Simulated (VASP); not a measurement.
VASP runs on MnS (rock salt, AFM-II order) share one base input (PBE GGA, plane waves, VASP's PBE PAW potentials (set 64)) and change the settings named in each case.

### INCAR
```
ALGO  =  Normal
EDIFF  =  1E-6
ENCUT  =  400
GGA  =  PE
ISIF  =  2
ISMEAR  =  0
ISPIN  =  2
LASPH  =  .TRUE.
LCHARG  =  .FALSE.
LMAXMIX  =  4
LORBIT  =  10
LREAL  =  .FALSE.
LWAVE  =  .FALSE.
MAGMOM  =  5.0 -5.0 2*0.0
NELM  =  100
PREC  =  Accurate
SIGMA  =  0.05
SYSTEM  =  MnS
```

POSCAR:
```
MnS
1.0
  5.2200000000   2.6100000000   2.6100000000
  2.6100000000   5.2200000000   2.6100000000
  2.6100000000   2.6100000000   5.2200000000
Mn S
2 2
Direct
  0.0000000000   0.0000000000   0.0000000000
  0.5000000000   0.5000000000   0.5000000000
  0.2500000000   0.2500000000   0.2500000000
  0.7500000000   0.7500000000   0.7500000000
```

### KPOINTS
```
Automatic mesh
0
Gamma
6 6 6
0 0 0
```

POTCAR, in this order: Mn_pv S (PBE.64 set). Program: vasp_std.

| change | E(σ→0) (eV/atom) | irreducible k-points |
|---|---|---|
| base run | -7.0981 | 32 |
| KGAMMA = .FALSE., KSPACING = 0.8, KPOINTS file removed | -7.0679 | 6 |
| KGAMMA = .FALSE., KSPACING = 0.35, KPOINTS file removed | -7.0980 | 28 |
| KGAMMA = .TRUE., KSPACING = 0.4, KPOINTS file removed | -7.0959 | 19 |
| KGAMMA = .TRUE., KSPACING = 0.3, KPOINTS file removed | -7.0988 | 44 |
| KGAMMA = .TRUE., KSPACING = 0.5, KPOINTS file removed | -7.0881 | 13 |

Left out are runs that ran out of time, are held back, or changed the cell or the kind of run, fixed moments of cells without a moment, rows past the twelfth, gaps on odd meshes, pressures of charged cells and columns that move by less than the noise.

The compound is MnS in the rock salt, AFM-II order structure. The cell was not relaxed at this level. The spin order is the one that the start imposed; others were not tried in this run.
